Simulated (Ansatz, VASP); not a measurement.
MgB3Pd3: VASP beside Ansatz

```
Mg B Pd
1.0
     4.64785    0.00000    0.00000
     0.00000    4.64785    0.00000
     0.00000    0.00000    4.64785
Mg B Pd
1 3 3
Direct
  0.50000 0.50000 0.50000
  0.00000 0.50000 0.00000
  0.50000 0.00000 0.00000
  0.00000 0.00000 0.50000
  0.00000 0.50000 0.50000
  0.50000 0.50000 0.00000
  0.50000 0.00000 0.50000
```

Change from the starting cell: species swapped into the Ce3GaBr3 type (Pm-3m, No. 221).

Alike in both runs: functional PBE; k mesh 8 × 8 × 8; occupations gaussian, width 0.1 eV; no spin polarisation.

Ansatz relaxed the structure, and its values are those at the end. VASP's run is a single point on that final structure, the one shown.

|  | VASP | Ansatz |
| --- | --- | --- |
| version | VASP 6.6.1 | Ansatz 0.2.0 |
| potentials or method | VASP PAW PBE potentials, release 64 (Mg, B, Pd) | scalar-relativistic, plane waves, PAW |
| plane-wave cutoff (eV) | 520 | 420 |
| valence electrons in the cell | 41 | 73 |

```csv
,VASP,Ansatz,Ansatz less VASP
gap on the k mesh at the Fermi level (eV),none,none,-
pressure (GPa),-0.1,0.0,+0.06
```

A gap of «none» marks a metal or a gap that the smearing closes. With one functional, cell and mesh, what is left measures potentials, basis and numerics. The two sets of potentials don't hold the same shells in valence.
